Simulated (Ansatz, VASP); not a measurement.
# Cross-check of SiO2 (Cristobalite) between VASP and Ansatz, part 3 of 3

Aim: how closely do two programs agree when they are given the same cell, functional and k mesh? The cell is taken from a series of runs on this material, whose earlier steps may have relaxed, scaled, displaced or heated it; both programs get it as it stands.

VASP 6.6.1 and Ansatz 0.2.0.

So far: Set-up; VASP: zone-centre phonons, LDA.

## 3. Ansatz: zone-centre phonons, LDA

Level of this step: Ansatz beside VASP: Kohn-Sham DFT, plane waves, LDA (Ansatz).

Ansatz runs on its PAW soft_1 files.

The same cell, functional (in two slightly different forms) and mesh now go to Ansatz, which takes its cutoff from its data sets.

input.yaml reads:

```yaml
crystal:
  lattice:
    - [5.1411090454, 0.0, 0.0]
    - [0.0, 5.1411090454, 0.0]
    - [0.0, 0.0, 7.0181395979]
  atoms:
    - { symbol: O, position: [0.2438986639, 0.0754508546, 0.1663362261] }
    - { symbol: O, position: [0.4245491454, 0.7438986639, 0.4163362261] }
    - { symbol: O, position: [0.7561013361, 0.9245491454, 0.6663362261] }
    - { symbol: O, position: [0.5754508546, 0.2561013361, 0.9163362261] }
    - { symbol: O, position: [0.7438986639, 0.4245491454, 0.5836637739] }
    - { symbol: O, position: [0.9245491454, 0.7561013361, 0.3336637739] }
    - { symbol: O, position: [0.2561013361, 0.5754508546, 0.0836637739] }
    - { symbol: O, position: [0.0754508546, 0.2438986639, 0.8336637739] }
    - { symbol: Si, position: [0.2860138586, 0.2860138586, 0.0] }
    - { symbol: Si, position: [0.2139861414, 0.7860138586, 0.25] }
    - { symbol: Si, position: [0.7139861414, 0.7139861414, 0.5] }
    - { symbol: Si, position: [0.7860138586, 0.2139861414, 0.75] }
kpoints:
  mp_grid: { grid: [4, 4, 4] }
hamiltonian:
  xc: lda
  pseudopotentials: { kind: paw, azcp: { folder: soft_1 }, xc_functional: pbe }
scf:
  occupations: { method: fixed }
output:
  eigenvalues: true
phonons:
  method: dfpt
  dielectric: true
  rigid_motions: translations
```

The run is started by

```bash
$ ansatz run input.yaml --threads 8 --pin off --max-ram 20480MiB --backend cpu --events-out ev --progress --plain --runs-dir out
```

Numbers of over 12 decimals in the logs are rounded to 6 here.

The program printed:

```text
Engine: ansatz 0.2.0, aarch64-unknown-linux-gnu
Pseudopotentials: kind: paw
Pseudopotential: O, paw, valence charge 6, recommended cutoff 420 eV (normal), soft_1/O.paw.azcp
Pseudopotential: Si, paw, valence charge 4, recommended cutoff 420 eV (normal), soft_1/Si.paw.azcp
Functional definition: SPW92
  exchange = slater_x
  correlation = pw_c
Crystal: 12 atoms, lattice volume = 185.496 Å³
Basis set: ecut = 420 eV, 3647 PW (Γ), exchange–correlation on 72×72×96 points (8 copies of the dense FFT grid, shifted against one another)
Bands: 44, of which v1, the nominal top of the filled ones, is band 32 counted from 1 (31 counted from 0)
Symmetry: 8 space group operations
k-points: 36 of 64 (irreducible under 1 space group operation, time reversal used)
Non-local potential: O, projectors of the file, l = 0: 2, l = 1: 2, l = 2: 1
Non-local potential: Si, projectors of the file, l = 0: 2, l = 1: 2, l = 2: 1
PAW form: soft (Blöchl's): semilocal exchange-correlation on the pseudo side does not see the compensation charge
PAW frozen core: O, regenerated for the run's functional, and the local potential with it (the file was generated under x = pbe(κ = 0.804, μ = 0.219515), c = pbe(β = 0.066725))
PAW frozen core: Si, regenerated for the run's functional, and the local potential with it (the file was generated under x = pbe(κ = 0.804, μ = 0.219515), c = pbe(β = 0.066725))
PAW one-centre angular grid: O, 110 points (default); XC on 64 Gauss nodes
PAW one-centre angular grid: Si, 110 points (default); XC on 64 Gauss nodes
Initial density: superposition of atomic densities (chi_scale 0.1, normalization cell, long waves kept (reshape's long-wave potential 0.01 eV rms))
Initial wavefunctions: pseudopotential atomic-orbital guess
Functional: x = slater, c = lda
SCF iter   1: F=—  HF=-6897.581484 eV  |F-HF|=—  |Δ(HF+E_count)|=         —  Δρ=1.16e-1  dr2=2.27e1  ethr=3.10e-3  ⟨swp⟩=5.0  Hψ=6289  notcnv=0  defer=322
preconditioner: auto → Resta (q_TF=auto, 2.285 Å⁻¹)  ε∞=2.5  [insulator: Δε(μ)=7.194 eV  Ē_g=17.849 eV  n_scr=36 (ndim 8)  ℏωp=21.8 eV  f_vac=0.164  ε∞_Penn≈2.5]
SCF iter   2: F=—  HF=-6891.084215 eV  |F-HF|=—  |Δ(HF+E_count)|=    6.50e0  Δρ=4.03e-2  dr2=1.21e0  ethr=3.10e-3  ⟨swp⟩=4.1  Hψ=4309  notcnv=0  defer=337
SCF iter   3: F=—  HF=-6890.799988 eV  |F-HF|=—  |Δ(HF+E_count)|=   2.84e-1  Δρ=1.83e-2  dr2=3.79e-1  ethr=1.89e-3  ⟨swp⟩=2.2  Hψ=1644  notcnv=0  defer=349
SCF iter   4: F=—  HF=-6890.712318 eV  |F-HF|=—  |Δ(HF+E_count)|=   8.77e-2  Δρ=1.50e-3  dr2=3.82e-3  ethr=5.93e-4  ⟨swp⟩=3.0  Hψ=2594  notcnv=0  defer=355
SCF iter   5: F=—  HF=-6890.715513 eV  |F-HF|=—  |Δ(HF+E_count)|=   3.20e-3  Δρ=3.36e-4  dr2=2.12e-4  ethr=5.97e-6  ⟨swp⟩=2.8  Hψ=2569  notcnv=0  defer=357
SCF iter   6: F=—  HF=-6890.715603 eV  |F-HF|=—  |Δ(HF+E_count)|=   9.00e-5  Δρ=7.22e-5  dr2=1.04e-5  ethr=3.31e-7  ⟨swp⟩=2.1  Hψ=2265  notcnv=0  defer=357
SCF iter   7: F=—  HF=-6890.715615 eV  |F-HF|=—  |Δ(HF+E_count)|=   1.19e-5  Δρ=1.00e-5  dr2=1.26e-7  ethr=1.62e-8  ⟨swp⟩=2.7  Hψ=2911  notcnv=0  defer=342
SCF iter   8: F=—  HF=-6890.715616 eV  |F-HF|=—  |Δ(HF+E_count)|=   1.78e-6  Δρ=2.06e-6  dr2=5.39e-9  ethr=1.97e-10  ⟨swp⟩=2.6  Hψ=2747  notcnv=0  defer=317
SCF iter   9: F=—  HF=-6890.715617 eV  |F-HF|=—  |Δ(HF+E_count)|=   5.80e-9  Δρ=3.38e-7  dr2=1.03e-10  ethr=8.42e-12  ⟨swp⟩=2.0  Hψ=2198  notcnv=0  defer=316
SCF iter  10: F=-6890.715617 eV  HF=-6890.715617 eV  |F-HF|=3.64e-12  |Δ(HF+E_count)|=  1.37e-10  Δρ=5.55e-8  dr2=3.09e-12  ethr=1.00e-12  ⟨swp⟩=18.5  Hψ=12325  notcnv=0
SCF 1 converged in 10 iterations: F = -6890.715617 eV  dr2 = 3.09e-12
  greatest PAW one-centre occupation: 0.854 electrons in one spin orbital (limit 2), on the O atom at site 6 (counted from 0), in its partial waves of l = 0
DFPT response loops at Γ: preconditioner auto → none (the input reference at scf.mixing.eps_inf says where Resta's filter doesn't serve); β = 0.50; Broyden in place of MSR1
SCF converged after 10 iterations
Free energy (F): -6890.715617 eV
Harris-Foulkes:  -6890.715617 eV  (|F-HF|=3.64e-12)
Internal energy: -6890.715617 eV  (E = F + TS)
E sigma→0 (E₀):  -6890.715617 eV
Fermi energy:    0.508880 eV
--- Per-component energies (eV) ---
  E_band       = -413.759207
  E_kinetic    = 1547.386390
  E_local      = -4809.102237  (includes V_loc(G=0)·N_el)
  E_nonlocal   = 529.273327
  E_hartree    = 1808.150827
  E_xc         = -789.353351
  E_vxc        = -919.533263  (∫ρ·V_xc dr)
  E_paw        = -3165.712623  (= ΣΔE_a)
  E_vpaw       = -378.091997  (= ΣTr[D̂ρ^β])
  E_aug_tail   = 0.006851  (compensation charges beyond the density's cutoff)
  E_ewald      = -2012.477495
  E_core_change = 1.112695  (= ΣΔE_core)
  E_smearing   = -0.000000  (= −TS)
  E_closure    = -0.000000  (closes the sum)
  Σ components = -6890.715617   (vs F -6890.715617, Δ=0.00e0)
--- Band table (eV; the first three rows and the last of 36) ---
[...]
k-point 2: bands = [... 28 lower, -0.0197, -0.0197, 0.0499, 0.0499, 7.0259, 7.0259, 9.5267, 9.5267, ... 8 higher]
  k-point 35: bands = [... 28 lower, -0.2082, -0.2082, -0.2082, -0.2082, 9.2816, 9.2816, 9.2816, 9.2816, ... 8 higher]
--- Phonons (Γ-DFPT): 5 representative perturbations + reference, on 36 of 64 k-points (Σ response iterations 19) ---
  k mesh reduced under 1 symmetry operation, with k and −k counted as one. Each operation leaves every solved perturbation unchanged. A smaller set is not considered because the run solves the response to a homogeneous field
  ASR residual: 5.410e-5 → 0.000e0 eV/Å²; symmetrization residual: 1.893e-6 eV/Å²
  ASR residual per site (eV/Å²): 5.41e-5 5.41e-5 5.41e-5 5.41e-5 5.41e-5 5.41e-5 5.41e-5 5.41e-5 1.37e-5 1.37e-5 1.37e-5 1.37e-5
  Γ frequencies (cm⁻¹): 0.00 0.00 0.00 29.62 87.60 106.68 106.68 183.28 265.35 265.35 275.81 290.08 347.63 347.63 350.83 356.81 367.12 394.57 435.64 435.64 449.56 585.73 585.73 755.78 772.28 772.28 773.90 774.51 1089.51 1098.63 1100.21 1100.21 1100.74 1152.81 1212.11 1212.11
  ε∞ (high-frequency dielectric tensor):
        2.203272     0.000000     0.000000
        0.000000     2.203272    -0.000000
        0.000000    -0.000000     2.175607
  ε⁰ (static dielectric tensor: ions relaxed, cell fixed):
        4.019029     0.000000     0.000000
        0.000000     4.019029     0.000000
        0.000000     0.000000     3.820585
  ε⁰ − ε∞ (ionic part):
        1.815757     0.000000     0.000000
        0.000000     1.815757     0.000000
        0.000000     0.000000     1.644978
  softest optical mode at Γ: 29.62 cm⁻¹; the repairs (sum rule, projections) moved no ω² at Γ by more than (1.53 cm⁻¹)²
  Born effective charges Z* (e; rows j = field, columns β = displacement):
    site 0:
        -1.02891   -0.12251    0.04585
        -0.17674   -2.39843    0.90408
         0.16308    0.92167   -1.66373
    site 1:
        -2.39843    0.17674   -0.90408
         0.12251   -1.02891    0.04585
        -0.92167    0.16308   -1.66373
    site 2:
        -1.02891   -0.12251   -0.04585
        -0.17674   -2.39843   -0.90408
        -0.16308   -0.92167   -1.66373
    site 3:
        -2.39843    0.17674    0.90408
         0.12251   -1.02891   -0.04585
         0.92167   -0.16308   -1.66373
    site 4:
        -1.02891    0.12251   -0.04585
         0.17674   -2.39843    0.90408
        -0.16308    0.92167   -1.66373
    site 5:
[...]
site 6:
[...]
site 7:
[...]
site 8:
[...]
site 9:
[...]
site 10:
[...]
site 11:
[...]
Z* charge neutrality: 3.245e-5 e pre-enforcement
  k-mesh period / interband length: 20.6 Å / 1.02 Å = 20.22 at k = (0.0000, 0.0000, 0.0000), direct gap 5.357 eV — 14 or more, which is no proof of convergence
  optical modes at Γ without the LO–TO term, one row a degenerate level:
      ω (cm⁻¹)  modes    IR ((D/Å)²/amu)
[...]
optical modes at Γ + LO–TO along q̂ = [1.0000, 0.0000, 0.0000]:
      ω (cm⁻¹)  modes    IR ((D/Å)²/amu)
[...]
optical modes at Γ + LO–TO along q̂ = [0.0000, 1.0000, 0.0000]:
      ω (cm⁻¹)  modes    IR ((D/Å)²/amu)
[...]
optical modes at Γ + LO–TO along q̂ = [0.0000, 0.0000, 1.0000]:
      ω (cm⁻¹)  modes    IR ((D/Å)²/amu)
[...]
774.51      1             0.0000
        783.38      1             2.0204
       1098.63      1             0.0000
       1100.21      2           127.3435
       1100.74      1             0.0000
       1152.81      1             0.0000
       1212.11      2             1.1625
       1237.60      1            69.2235
```

## 4. Differences

Known differences besides the potentials themselves: the two LDA forms differ slightly; fixed occupations in Ansatz, narrow Gaussian smearing in VASP; the cutoff is 420 eV in Ansatz and 600 eV in VASP; VASP's log shows a relativistic correction to its local exchange, Ansatz's none. Total energies have different zeros and are not compared.

Both answers:

| quantity | Ansatz | VASP | difference |
| --- | --- | --- | --- |
| ε∞ xx | 2.20 | 2.19 | +0.41 % |
| ε∞ yy | 2.20 | 2.19 | +0.41 % |
| ε∞ zz | 2.18 | 2.17 | +0.41 % |
| Born charge of O1 (mean of the diagonal) (e) | -1.70 | -1.68 | -0.01 |
| Born charge of Si9 (mean of the diagonal) (e) | 3.39 | 3.36 | +0.03 |
| optical mode 1 (cm⁻¹) | 29.6 | 31.9 | -2.3 |
| optical mode 2 (cm⁻¹) | 87.6 | 86.0 | +1.88 % |
| optical mode 3 to 4 (cm⁻¹) | 106.7 | 105.5 | +1.13 % |
| optical mode 5 (cm⁻¹) | 183.3 | 182.6 | +0.38 % |
| optical mode 6 to 7 (cm⁻¹) | 265.4 | 268.2 | -1.07 % |
| optical mode 8 (cm⁻¹) | 275.8 | 278.8 | -1.07 % |
| optical mode 9 (cm⁻¹) | 290.1 | 293.3 | -1.09 % |
| optical mode 10 to 11 (cm⁻¹) | 347.6 | 349.5 | -0.52 % |
| optical mode 12 (cm⁻¹) | 350.8 | 351.2 | -0.12 % |
| optical mode 13 (cm⁻¹) | 356.8 | 359.0 | -0.61 % |
| optical mode 14 (cm⁻¹) | 367.1 | 367.5 | -0.11 % |
| optical mode 15 (cm⁻¹) | 394.6 | 396.5 | -0.49 % |
| optical mode 16 to 17 (cm⁻¹) | 435.6 | 438.1 | -0.57 % |
| optical mode 18 (cm⁻¹) | 449.6 | 451.9 | -0.52 % |
| optical mode 19 to 20 (cm⁻¹) | 585.7 | 588.2 | -0.42 % |
| optical mode 21 (cm⁻¹) | 755.8 | 756.0 | -0.02 % |
| optical mode 22 to 23 (cm⁻¹) | 772.3 | 773.8 | -0.20 % |
| optical mode 24 (cm⁻¹) | 773.9 | 776.5 | -0.33 % |
| optical mode 25 (cm⁻¹) | 774.5 | 777.2 | -0.34 % |
| optical mode 26 (cm⁻¹) | 1089.5 | 1099.6 | -0.92 % |
| optical mode 27 (cm⁻¹) | 1098.6 | 1108.8 | -0.92 % |

Modes are paired by rising frequency, not by their patterns, so a pair may set unlike modes beside each other; they are those without the splitting of longitudinal modes.

## 5. Summary of results

| Quantity | Value |
| --- | --- |
| r.m.s. difference of the optical zone-centre modes, each program's sorted by frequency (zone-centre phonons, LDA) | 4.6 cm⁻¹ |
| difference in optical mode 2 (zone-centre phonons, LDA) | +1.9 % |

**Reading.** The r.m.s. difference of the optical zone-centre modes, each program's sorted by frequency is 4.6 cm⁻¹ (zone-centre phonons, LDA). Among the rows given in per cent, the largest difference of the zone-centre phonons, LDA pair is in optical mode 2, +1.9 %. Such differences can come from data sets, numerical settings and the points named under the comparisons, not from the functional's error against experiment.

[Lines on the potential files, build, host, timing and source positions are cut from VASP's logs without a mark.]

[Logs are printed without paths, hosts, clocks, repeated set-up lines and the standing remarks that a program may print on its own settings, such as how far it seeks lower states.]

[Hosts, paths, dates, database ids (printed as entryN), source tags and the programs' standing remarks are cut or masked in the printed files.]
